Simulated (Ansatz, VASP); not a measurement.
# Ga8Se3S5 (GaS0.60Se0.40, 2H beta-epsilon mixed): VASP beside Ansatz, part 2 of 2

One calculation is typed for both programs; each brings its own data sets. How far apart do they land? The cell is invented: As first built, before any earlier steps moved the atoms or strained the cell (in the runner's words): 2x2x1 conventional cells of the GaS type (32 atoms: 10 S, 16 Ga, 6 Se); S/Se share their sites, the best of 600 random draws by like-pair counts in two shells; start lattice by linear mixing of the end members' cells; atoms moved at random by 0.02 A. It may not be a known or stable phase. Of the first pair: The structure shown is the start of the Ansatz relaxation below; VASP solves that cell, so the two are compared at the walk's first step.

VASP 6.6.1 and Ansatz 0.2.0.

So far. Step 3 (VASP: single point, PBE with D3(BJ), start cell, pair 1): The run ends at a pressure of 0.84 GPa, with forces up to 1.9 eV/Å.

### 5. Ansatz: relaxation, PBE with D3(BJ)

This run makes the geometry at which the two programs are then compared. The cell compared in this pair holds 730.78 Å³, against 722.20 Å³ for the pair before.

The structure compared here is the end of the Ansatz relaxation.

This is the run of step 2 again, met here at its other cell.

### 6. VASP: single point, PBE with D3(BJ), relaxed cell, pair 2

The same cell, functional and mesh now go to VASP, with its own data sets.

INCAR reads:

```
SYSTEM = Ga8Se3S5
PREC = Accurate
ENCUT = 500
EDIFF = 1E-06
NELM = 120
ISMEAR = 0
SIGMA = 0.01
LREAL = Auto
ALGO = Normal
GGA = PE
IVDW = 12
NBANDS = 176
LORBIT = 11
LWAVE = .FALSE.
LCHARG = .FALSE.
ISIF = 2
LASPH = .TRUE.
GGA_COMPAT = .FALSE.
EFERMI = MIDGAP
KPAR = 4
```

POSCAR reads:

```
Ga8Se3S5
1.0
    7.3146700000     -0.0003800000     -0.0116300000
   -3.6576640000      6.3349220000      0.0006660000
   -0.0249770000     -0.0127700000     15.7712230000
S Ga Se
10 16 6
Direct
    0.1651500000      0.3321100000      0.8962800000
    0.3354200000      0.6677300000      0.1059500000
    0.1651600000      0.8318000000      0.8963400000
    0.3372900000      0.6686600000      0.3965400000
    0.6629000000      0.3309900000      0.6072100000
    0.6656300000      0.3322100000      0.8965100000
    0.8375700000      0.1686400000      0.3961300000
    0.6628800000      0.8309600000      0.6065300000
    0.6655000000      0.8321100000      0.8972700000
    0.8375600000      0.6690200000      0.3961200000
    0.1704700000      0.3387800000      0.1735300000
    0.3338000000      0.1663900000      0.6744200000
    0.1682500000      0.3378500000      0.3284700000
    0.3317900000      0.1652800000      0.8294400000
    0.1702900000      0.8314300000      0.1735000000
    0.3350900000      0.6670500000      0.6746300000
    0.1681800000      0.8305200000      0.3284200000
    0.3323300000      0.6656400000      0.8296600000
    0.6702300000      0.3350900000      0.1740800000
    0.8262100000      0.1622600000      0.6741100000
    0.6751100000      0.3376800000      0.3287400000
    0.8307200000      0.1642200000      0.8293500000
    0.6652200000      0.8327000000      0.1736500000
    0.8263600000      0.6630700000      0.6740800000
    0.6695300000      0.8349600000      0.3288500000
    0.8307400000      0.6652600000      0.8293400000
    0.1629400000      0.3316000000      0.5970500000
    0.3353800000      0.1677000000      0.0968100000
    0.3380000000      0.1689300000      0.4053900000
    0.1630300000      0.8304600000      0.5969800000
    0.8346600000      0.1673400000      0.0958100000
    0.8345800000      0.6673900000      0.0958200000
```

KPOINTS reads:

```
Automatic mesh
0
Gamma
3 3 1
0 0 0
```

The projector-augmented-wave data sets are S, Ga_d and Se (PBE family, release 64).

On the command line:

```
$ mpirun -np 4 vasp_std
```

Numbers of over 12 decimals in the logs are rounded to 6 here.

Output:

```text
[... set-up lines as in an earlier step ...]
 entering main loop
       N       E                     dE             d eps       ncg     rms          rms(c)
DAV:   1     0.413580095931E+04    0.41358E+04   -0.11959E+05  1872   0.245E+03
DAV:   2     0.970663272140E+03   -0.31651E+04   -0.30607E+04  1768   0.732E+02
DAV:   3    -0.906392347177E+00   -0.97157E+03   -0.91528E+03  2224   0.250E+02
DAV:   4    -0.120803458697E+03   -0.11990E+03   -0.11731E+03  2104   0.852E+01
[...]
DAV:  17    -0.128121092956E+03    0.19078E-04   -0.63548E-05  2680   0.932E-02    0.259E-02
DAV:  18    -0.128121095684E+03   -0.27281E-05   -0.40079E-05  2072   0.225E-02    0.207E-02
DAV:  19    -0.128121096069E+03   -0.38463E-06   -0.37930E-06  1504   0.926E-03
   1 F= -.13699188E+03 E0= -.13699188E+03  d E =0.000000E+00
```

OUTCAR, selected parts (step 6):

```text
 Edisp (eV)   -8.87078

  Total       0.11420     0.13405     0.16729    -0.00257     0.00344    -0.01106
  in kB       0.25038     0.29389     0.36676    -0.00564     0.00753    -0.02426
  external pressure =        0.30 kB  Pullay stress =        0.00 kB

 POSITION                                       TOTAL-FORCE (eV/Angst)
 -----------------------------------------------------------------------------------
     -0.02912      2.09238     14.13373         0.002819      0.001934      0.009577
      0.00851      4.22854      1.66750        -0.000160     -0.001629     -0.008261
     -1.85674      5.25788     14.13501         0.000214      0.003023      0.007607
      0.01153      4.23072      6.25044         0.003386      0.004874     -0.003474
      3.62308      2.08879      9.56896        -0.004102     -0.001236     -0.004388
      3.63136      2.09282     14.13154         0.001130     -0.000395      0.005714
      5.49983      1.06294      6.23783         0.001072      0.004249      0.006901
      1.79423      5.25607      9.55856        -0.001999     -0.000937     -0.005947
      1.80192      5.25964     14.14386        -0.004092     -0.003070      0.005836
      3.66953      4.23281      6.23800         0.000383      0.003035      0.004803
      0.00345      2.14386      2.73502        -0.008779      0.018501      0.012490
      1.81619      1.04533     10.63266         0.013162      0.007031      0.012355
     -0.01325      2.13599      5.17864        -0.008190      0.001886     -0.006294
      1.80168      1.03632     13.07753        -0.002865     -0.001892     -0.001886
[...]
-----------------------------------------------------------------------------------
    total drift:                                0.018335      0.011422      0.005013

  FREE ENERGIE OF THE ION-ELECTRON SYSTEM (eV)
  ---------------------------------------------------
  free  energy   TOTEN  =      -136.9918778736 eV

  energy  without entropy=     -136.9918778736  energy(sigma->0) =     -136.99187787

[... 1 part as in an earlier step ...]

[... 2 further parts left out ...]
[key lines of the parts left out:]
E-fermi :   4.2968
```

The run ends at a pressure of 0.03 GPa, with forces up to 0.026 eV/Å.

### 7. Differences

What differs besides the data sets and the points named for the pairs above, as far as they apply: the data sets hold 364 valence electrons in Ansatz (on its default PAW (the set named soft_2) files) and 304 in VASP; the cutoff is 420 eV in Ansatz and 500 eV in VASP (PREC = Accurate, projectors in real space); Ansatz's pressure holds a Pulay correction, VASP's none. Total energies have different zeros and are not compared.

Both answers:

```csv
quantity,Ansatz,VASP,difference
pressure (GPa),-0.01,0.03,-0.04
gap on the k mesh (eV),1.335,1.339,-0.003
```

The largest component of a force difference here is 30 meV/Å. A gap on the mesh is an upper bound, since the band edges may lie between its points.

### 8. Ansatz: relaxation, PBE

The two programs are compared at the cell with which this relaxation starts, whose forces are those of its first step. The cell compared in this pair holds 722.20 Å³, against 730.78 Å³ for the pair before.

The structure compared here is the start of the Ansatz relaxation; VASP solves that cell, so the two are compared at the walk's first step.

input.yaml reads:

```yaml
crystal:
  lattice:
    - [7.2956, 0.0, 0.0]
    - [-3.6478, 6.31817, 0.0]
    - [0.0, 0.0, 15.6676]
  atoms:
    - { symbol: S, position: [0.16032, 0.33525, 0.89968] }
    - { symbol: S, position: [0.33031, 0.66887, 0.09994] }
    - { symbol: S, position: [0.17124, 0.8263, 0.89897] }
    - { symbol: S, position: [0.33286, 0.66545, 0.40083] }
    - { symbol: S, position: [0.66987, 0.33485, 0.60009] }
    - { symbol: S, position: [0.66506, 0.33391, 0.90114] }
    - { symbol: S, position: [0.83035, 0.16003, 0.40216] }
    - { symbol: S, position: [0.66671, 0.83613, 0.59937] }
    - { symbol: S, position: [0.66913, 0.83231, 0.90191] }
    - { symbol: S, position: [0.83592, 0.66464, 0.39628] }
    - { symbol: Ga, position: [0.16607, 0.33022, 0.17126] }
    - { symbol: Ga, position: [0.3338, 0.1655, 0.66879] }
    - { symbol: Ga, position: [0.16668, 0.338, 0.33124] }
    - { symbol: Ga, position: [0.33327, 0.16771, 0.83118] }
    - { symbol: Ga, position: [0.16332, 0.82763, 0.17213] }
    - { symbol: Ga, position: [0.3315, 0.66474, 0.67004] }
    - { symbol: Ga, position: [0.16236, 0.82992, 0.33029] }
    - { symbol: Ga, position: [0.3321, 0.66805, 0.83053] }
    - { symbol: Ga, position: [0.67172, 0.33252, 0.17013] }
    - { symbol: Ga, position: [0.83379, 0.17049, 0.67064] }
    - { symbol: Ga, position: [0.67078, 0.33937, 0.33039] }
    - { symbol: Ga, position: [0.83208, 0.16257, 0.82779] }
    - { symbol: Ga, position: [0.6655, 0.83371, 0.16863] }
    - { symbol: Ga, position: [0.83199, 0.66913, 0.6693] }
    - { symbol: Ga, position: [0.66461, 0.83232, 0.32863] }
    - { symbol: Ga, position: [0.83806, 0.67127, 0.83136] }
    - { symbol: Se, position: [0.16786, 0.32716, 0.60119] }
    - { symbol: Se, position: [0.33526, 0.17111, 0.09921] }
    - { symbol: Se, position: [0.33852, 0.17241, 0.40083] }
    - { symbol: Se, position: [0.16696, 0.83296, 0.60073] }
    - { symbol: Se, position: [0.83119, 0.16314, 0.10087] }
    - { symbol: Se, position: [0.83879, 0.66812, 0.10146] }
kpoints:
  mp_grid: { grid: [3, 3, 1] }
hamiltonian:
  xc: pbe
scf:
  occupations: { method: fixed }
output:
  forces: true
  stress: true
relax:
  f_tol: 0.02
  max_steps: 45
  cell: { stress_tol: 0.1 }
```

On the command line:

```
$ ansatz run input.yaml --threads 8 --pin off --max-ram 15360MiB --backend cpu --events-out ev --progress --plain --runs-dir out
```

Output:

```text
[...]
Crystal: 32 atoms, lattice volume = 722.196 Å³
Basis set: ecut = 420 eV, 14105 PW (Γ), exchange–correlation on 100×100×216 points (8 copies of the dense FFT grid, shifted against one another)
Bands: 219, of which v1, the nominal top of the filled ones, is band 182 counted from 1 (181 counted from 0)
Symmetry: 1 space group operations
[...]
- { symbol: Ga, position: [0.670859, 0.835071, 0.318694] }
    - { symbol: Ga, position: [0.830133, 0.664777, 0.819529] }
    - { symbol: Se, position: [0.162387, 0.330997, 0.616591] }
    - { symbol: Se, position: [0.336353, 0.168028, 0.116542] }
    - { symbol: Se, position: [0.338291, 0.168838, 0.386174] }
    - { symbol: Se, position: [0.162404, 0.831046, 0.616590] }
    - { symbol: Se, position: [0.835991, 0.167998, 0.116137] }
    - { symbol: Se, position: [0.836085, 0.667660, 0.116147] }
[key lines of the parts left out:]
SCF converged after 9 iterations
Free energy (F): -102383.469320 eV
Fermi energy:    4.264615 eV
P = ⅓ Tr σ = -0.0066 GPa (-0.066 kbar)
```

### 9. VASP: single point, PBE, start cell

The same cell, functional and mesh now go to VASP, with its own data sets.

INCAR, as its differences from that of step 6:

```diff
@@ -2,3 +2,3 @@
 PREC = Accurate
-ENCUT = 500
+ENCUT = 400
 EDIFF = 1E-06
@@ -10,3 +10,2 @@
 GGA = PE
-IVDW = 12
 NBANDS = 176
```

POSCAR reads:

```
Ga8Se3S5
1.0
    7.2956000000      0.0000000000      0.0000000000
   -3.6478000000      6.3181700000      0.0000000000
    0.0000000000      0.0000000000     15.6676000000
S Ga Se
10 16 6
Direct
    0.1603218783      0.3352553034      0.8996783170
    0.3303065058      0.6688645605      0.0999387271
    0.1712367598      0.8262993873      0.8989698486
    0.3328599934      0.6654458490      0.4008271848
    0.6698617226      0.3348437918      0.6000919094
    0.6650634375      0.3339099771      0.9011399321
    0.8303442230      0.1600305152      0.4021611478
    0.6667071091      0.8361281827      0.5993706758
    0.6691312891      0.8323137871      0.9019122265
    0.8359242392      0.6646386533      0.3962827746
    0.1660705826      0.3302222004      0.1712578825
    0.3338088229      0.1655067844      0.6687878169
    0.1666802543      0.3379934380      0.3312377135
    0.3332639979      0.1677067885      0.8311802701
    0.1633209950      0.8276288862      0.1721322985
    0.3315032746      0.6647336175      0.6700388062
    0.1623576178      0.8299238545      0.3302930889
    0.3321097175      0.6680573647      0.8305292451
    0.6717139273      0.3325171687      0.1701281626
    0.8337932721      0.1704924052      0.6706387705
    0.6707817608      0.3393704190      0.3303888279
    0.8320764467      0.1625628940      0.8277911103
    0.6654963154      0.8337065954      0.1686282519
    0.8319899172      0.6691336257      0.6692984248
    0.6646080148      0.8323137871      0.3286272307
    0.8380612800      0.6712703204      0.8313589829
    0.1678603095      0.3271675184      0.6011897164
    0.3352532847      0.1711096726      0.0992111108
    0.3385202231      0.1724075167      0.4008271848
    0.1669610958      0.8329627091      0.6007301693
    0.8311825466      0.1631326792      0.1008705864
    0.8387892148      0.6681206742      0.1014577855
```

KPOINTS is that of step 6.

On the command line:

```
$ mpirun -np 4 vasp_std
```

Output:

```text
[... set-up lines as in an earlier step ...]
 entering main loop
       N       E                     dE             d eps       ncg     rms          rms(c)
[... 19 cycles as in an earlier step ...]
   1 F= -.12706127E+03 E0= -.12706127E+03  d E =0.000000E+00
```

Parts of OUTCAR (step 9):

```text
  Total       16.8430504     15.4300143      7.8618592     -0.4662715      0.9536493     -0.3905434
  in kB       37.3659935     34.2311993     17.4413882     -1.0344146      2.1156532     -0.8664131
  external PRESSURE =      29.6795270 kB  Pullay stress =       0.0000000 kB

 POSITION                                       TOTAL-FORCE (eV/Angst)
 -----------------------------------------------------------------------------------
     -0.05330      2.11820     14.09580         0.263572     -0.214245     -0.298697
     -0.03010      4.22600      1.56580         0.190704     -0.206478      0.351927
     -1.76490      5.22070     14.08470        -0.511127      0.503303      0.078235
      0.00100      4.20440      6.28000        -0.054621      0.155031     -0.197821
      3.66560      2.11560      9.40200        -0.095014      0.032080      0.264285
      3.63400      2.10970     14.11870         0.186141     -0.042880     -0.466326
      5.47410      1.01110      6.30090         0.008436      0.234068     -0.488047
      1.81400      5.28280      9.39070        -0.056926     -0.046209      0.388926
      1.84560      5.25870     14.13080        -0.113105      0.123063     -0.426320
      3.67410      4.19930      6.20880        -0.305185      0.265067      0.314701
      0.00700      2.08640      2.68320        -0.083515      0.983767      0.981269
      1.83160      1.04570     10.47830         1.013792      0.351280      1.578742
     -0.01690      2.13550      5.18970        -0.640678      0.089761     -0.513254
      1.81960      1.05960     13.02260         0.048719      0.078726     -0.241332
[...]
-----------------------------------------------------------------------------------
    total drift:                               -0.007728     -0.031595     -0.018760

  FREE ENERGIE OF THE ION-ELECTRON SYSTEM (eV)
  ---------------------------------------------------
  free  energy   TOTEN  =      -127.0612709505 eV

  energy  without entropy=     -127.0612709505  energy(sigma->0) =     -127.06127095

[... 2 parts as in an earlier step ...]

[... 1 further part left out ...]
[key lines of the parts left out:]
E-fermi :   4.4546
```

The run ends at a pressure of 2.97 GPa, with forces up to 1.9 eV/Å.

### 10. Differences

What differs besides the data sets and the points named for the pairs above, as far as they apply: the data sets hold 364 valence electrons in Ansatz (on its default PAW (the set named soft_2) files) and 304 in VASP. Total energies have different zeros and are not compared.

Forces on 9 of the 32 atoms, those with the largest forces and the largest differences (eV/Å; atoms numbered as in POSCAR):

```csv
atom,"Ansatz x, y, z","VASP x, y, z"
Ga12,"0.998, 0.342, 1.554","1.014, 0.351, 1.579"
Ga16,"0.873, 0.367, 1.038","0.887, 0.377, 1.065"
Ga19,"-0.388, 0.032, 1.585","-0.390, 0.034, 1.616"
Ga23,"-0.689, -0.750, 1.148","-0.705, -0.760, 1.173"
Se27,"-0.410, 0.412, -1.339","-0.409, 0.408, -1.369"
Se28,"0.184, -0.389, -0.731","0.184, -0.402, -0.765"
Se30,"0.017, -0.141, -1.334","0.016, -0.139, -1.386"
Se31,"0.249, 0.229, -1.439","0.249, 0.227, -1.477"
Se32,"-0.410, -0.147, -1.343","-0.410, -0.149, -1.379"
```

The forces differ by 14 meV/Å r.m.s., which is 2.4 % of the r.m.s. force of 0.587 eV/Å (both taken over all components).

### 11. Results

| Quantity | Value |
| --- | --- |
| r.m.s. force difference (single point, PBE with D3(BJ), start cell, pair 1) | 2.4 % of the r.m.s. force |
| difference in gap on the k mesh (single point, PBE with D3(BJ), relaxed cell, pair 2) | -0.0034 eV |
| r.m.s. force difference (single point, PBE with D3(BJ), relaxed cell, pair 2) | 11 meV/Å |
| r.m.s. force difference (single point, PBE, start cell) | 2.4 % of the r.m.s. force |

The r.m.s. force difference is 11 meV/Å (single point, PBE with D3(BJ), relaxed cell, pair 2), within the 12 meV/Å picked in this series as the mark of a large difference. The data sets hold unlike numbers of valence electrons (364 in Ansatz and 304 in VASP), so part of the differences may come from the potentials. 1 further pair of this series is not shown here. How closely two codes agree says nothing of how well the functional describes the real material.

[Lines on the potential files, build, host, timing and source positions are cut from VASP's logs without a mark.]

[Logs are printed without paths, hosts, clocks, repeated set-up lines and the standing remarks that a program may print on its own settings, such as how far it seeks lower states.]

[Hosts, paths, dates, database ids (printed as entryN), source tags and the programs' standing remarks are cut or masked in the printed files.]
